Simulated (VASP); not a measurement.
```
CELL_PARAMETERS angstrom
      0.00000     3.02500     3.02500
      3.02500     0.00000     3.02500
      3.02500     3.02500     0.00000
ATOMIC_POSITIONS crystal
  Cd 0.00000 0.00000 0.00000
  Se 0.25000 0.25000 0.25000
```

The base run (VASP): PBE GGA, plane waves, VASP's PBE PAW potentials (set 64). Settings: 400 eV cut-off, 7×7×7 Γ-centred mesh, Gaussian smearing of 0.050 eV, potentials Cd Se.

The base run took about 6 core-seconds. Times come from single runs on busy shared machines, so they are rough: good to a factor of about 2.

Pressures at a finite cut-off, here 400 eV, hold a Pulay part, which wasn't tested here.

| setting | cost over the base run | electronic steps | pressure (GPa) |
|---|---|---|---|
| IVDW = 12 | within a factor of 2 | 12 | 1.60 |
| GGA = PS | within a factor of 2 | 12 | 0.84 |
| base run | reference | 12 | 3.76 |
| GGA = RP | within a factor of 2 | 14 | 5.73 |
| GGA = AM | within a factor of 2 | 12 | 1.38 |
| GGA removed, LMIXTAU = .TRUE., METAGGA = R2SCAN | about 5 times | 19 | 2.22 |
| GGA removed, LMIXTAU = .TRUE., METAGGA = SCAN | about 5 times | 19 | 1.59 |

Left out are runs that failed, have no time on record or changed the cell.

The compound is CdSe in the zinc blende structure, whereas wurtzite is the usual form. The cell was not relaxed at this level.
